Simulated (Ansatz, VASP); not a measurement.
**Two plane-wave programs on BaMg2H3**

INCAR

```
SYSTEM = BaMg2H3
PREC = Accurate
ENCUT = 600
EDIFF = 1E-7
ISMEAR = 0
SIGMA = 0.1
LREAL = .False.
LASPH = .True.
NELM = 100
ALGO = Normal
ISIF = 3
LWAVE = .False.
LCHARG = .False.
GGA = PE
IBRION = 2
NSW = 100
EDIFFG = -0.01
```

The input KPOINTS:

```
regular mesh
0
Gamma
  12 12 6
  0 0 0
```

The input POSCAR:

```
BaMg2H3
1.0
    3.6489189774      0.0000000000      0.0000000000
   -1.8244594887      3.1600565308      0.0000000000
    0.0000000000      0.0000000000      8.2305056490
Ba Mg H
1 2 3
Direct
    0.0000000000      0.0000000000      0.0000000000
    0.3333333333      0.6666666667      0.3571663803
    0.6666666667      0.3333333333      0.6428336197
    0.3333333333      0.6666666667      0.7720547915
    0.6666666667      0.3333333333      0.2279452085
    0.0000000000      0.0000000000      0.5000000000
```

Input for Ansatz:

```yaml
crystal:
  lattice:
    - [3.6489189774, 0.0, 0.0]
    - [-1.8244594887, 3.1600565308, 0.0]
    - [0.0, 0.0, 8.230505649]
  atoms:
    - { symbol: Ba, position: [0.0, 0.0, 0.0] }
    - { symbol: Mg, position: [0.3333333333, 0.6666666667, 0.3571663803] }
    - { symbol: Mg, position: [0.6666666667, 0.3333333333, 0.6428336197] }
    - { symbol: H, position: [0.3333333333, 0.6666666667, 0.7720547915] }
    - { symbol: H, position: [0.6666666667, 0.3333333333, 0.2279452085] }
    - { symbol: H, position: [0.0, 0.0, 0.5] }
basis:
  ecutwfc: 420
kpoints:
  mp_grid: { grid: [12, 12, 6] }
hamiltonian:
  xc: pbe
scf:
  occupations: { method: gaussian, width: 0.1 }
output:
  forces: true
  stress: true
  eigenvalues: true
  write_density: true
  write_potential: true
  elf: true
  volumetric_format: npy
relax:
  adjacent_minimum: "off"
  f_tol: 0.01
  max_steps: 80
  cell: { stress_tol: 0.05 }
```

Alike in both runs: task relaxation of cell and atoms; functional PBE; k mesh 12 × 12 × 6; occupations gaussian, width 0.1 eV; no spin polarisation.

|  | VASP | Ansatz |
| --- | --- | --- |
| version | VASP 6.6.1 | Ansatz 0.2.0 |
| potentials or method | VASP PAW PBE potentials, release 64 (Ba_sv, Mg, H) | scalar-relativistic, plane waves, PAW |
| plane-wave cutoff (eV) | 600 | 420 |
| valence electrons in the cell | 17 | 33 |

Ansatz gave:

```
gap on the k mesh at the Fermi level, each at its own relaxed structure (eV) : none
relaxed volume (Å³/atom)                                                     : 15.98
relaxed cell length with the largest relative difference (Å)                 : 8.074
energy change over the relaxation (meV/atom)                                 : -1
```

**Question.** Estimate VASP's values.

**Answer.** gap on the k mesh at the Fermi level, each at its own relaxed structure (eV): none; relaxed volume (Å³/atom): 16.04; relaxed cell length with the largest relative difference (Å): 8.128; energy change over the relaxation (meV/atom): -1.

A gap of «none» marks a metal or a gap that the smearing closes. The two sets of potentials don't hold the same shells in valence.

Spin-orbit coupling is left out, which matters for the levels of Ba.
